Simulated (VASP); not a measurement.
Input of a VASP 6.6.1 run:

File INCAR:

```
SYSTEM = GaH3S
PREC = Accurate ; ENCUT = 520
EDIFF = 1E-7 ; ISMEAR = 0
SIGMA = 0.01 ; LREAL = .False.
LASPH = .True. ; NELM = 60
ALGO = Normal ; ISIF = 2
LWAVE = .False. ; LCHARG = .False.
GGA = PE ; NBANDS = 19
```

KPOINTS

```
regular mesh
0
Gamma
  1 1 1
  0 0 0
```

Contents of POSCAR:

```
GaH3S
1.0
   12.0000000000      0.0000000000      0.0000000000
    0.0000000000     12.0000000000      0.0000000000
    0.0000000000      0.0000000000     12.0000000000
S Ga H
1 1 3
Direct
    0.5229750000      0.3777625000      0.5592250000
    0.4922833300      0.5349708300      0.4702416700
    0.6250416700      0.4065041700      0.5949666700
    0.3771250000      0.5432458300      0.4107000000
    0.5853500000      0.6257375000      0.4723750000
```

Potentials or basis: VASP PAW PBE potentials, release 64 (S, Ga_d, H).

Launch:

```bash
$ cat potpaw_PBE.64/S/POTCAR potpaw_PBE.64/Ga_d/POTCAR potpaw_PBE.64/H/POTCAR > POTCAR
$ mpirun -np 1 vasp_gam > vasp.out
```

(1) Predict the largest force.

(2) Estimate the gap between the frontier levels.

## Answers

(1) 0.205 eV/Å.

(2) 4.29 eV.
